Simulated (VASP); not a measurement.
Data:

```
CELL_PARAMETERS angstrom
      0.00000     2.96334     2.96334
      2.96334     0.00000     2.96334
      2.96334     2.96334     0.00000
ATOMIC_POSITIONS crystal
  In 0.00000 0.00000 0.00000
  P  0.25000 0.25000 0.25000
```

Calculation: rev-vdW-DF2, VASP's PBE PAW potentials (set 64) (plane waves; VASP). Numerical set-up: 520 eV cut-off, 9×9×9 Γ-centred mesh, tetrahedra with Blöchl corrections, potentials In_d P.

Unless said otherwise, spin-orbit coupling is left out, though it shifts the bands of the heavy elements here.

**Question.** Tabulate the total density of states (states/eV per cell) against energy (eV; zero at the valence-band maximum or, without a gap, the Fermi level).

**Answer.** 
```
E (eV) | DOS (states/eV)
    -9.98 | ####### 0.86
    -9.86 | ######### 1.04
    -9.62 | ############# 1.55
    -9.50 | ############## 1.66
    -9.26 | ############### 1.72
    -9.14 | ################# 2.03
    -8.90 |  0.00
    -8.78 |  0.00
    -8.54 |  0.00
    -8.42 |  0.00
    -8.18 |  0.00
    -8.06 |  0.00
    -7.94 |  0.00
    -7.70 |  0.00
    -7.58 |  0.00
    -7.34 |  0.00
    -7.22 |  0.00
    -6.98 |  0.00
    -6.86 |  0.00
    -6.62 |  0.00
    -6.50 |  0.00
    -6.26 |  0.00
    -6.14 |  0.00
    -6.02 |  0.00
    -5.78 |  0.00
    -5.66 |  0.03
    -5.42 | ############################## 3.51
    -5.30 | ################### 2.25
    -5.06 | ######## 0.98
    -4.94 | ####### 0.81
    -4.70 | ##### 0.63
    -4.58 | ##### 0.54
    -4.34 | ### 0.40
    -4.22 | ### 0.37
    -4.10 | ### 0.35
    -3.86 | ## 0.29
    -3.74 | ## 0.26
    -3.50 | ## 0.20
    -3.38 | ## 0.18
    -3.14 | #### 0.46
    -3.02 | ############### 1.74
    -2.78 | ############ 1.36
    -2.66 | ########### 1.27
    -2.42 | ############ 1.44
    -2.30 | ############### 1.74
    -2.06 | ################ 1.86
    -1.94 | ################ 1.89
    -1.82 | ################ 1.88
    -1.58 | ############### 1.79
    -1.46 | ############### 1.77
    -1.22 | ############### 1.73
    -1.10 | ############### 1.70
    -0.86 | ########## 1.17
    -0.74 | ######## 0.92
    -0.50 | ##### 0.56
    -0.38 | ### 0.40
    -0.14 | # 0.17
    -0.02 |  0.01
     0.10 |  0.00
     0.34 |  0.00
     0.46 |  0.00
     0.70 |  0.00
     0.82 |  0.00
     1.06 |  0.01
     1.18 |  0.02
     1.42 |  0.05
     1.54 | # 0.13
     1.78 | ### 0.37
     1.90 | ##### 0.56
     2.02 | ####### 0.77
     2.26 | ########## 1.22
     2.38 | ############# 1.55
     2.62 | ################### 2.18
     2.74 | ################## 2.12
     2.98 | ############## 1.60
     3.10 | ########## 1.19
     3.34 | ####### 0.79
     3.46 | ####### 0.77
     3.70 | ####### 0.80
     3.82 | ####### 0.83
```
Within 2 eV below the valence-band maximum the largest weight inside VASP's projection spheres is P p, then In p.

The compound is InP in the zinc blende structure. It was relaxed first.
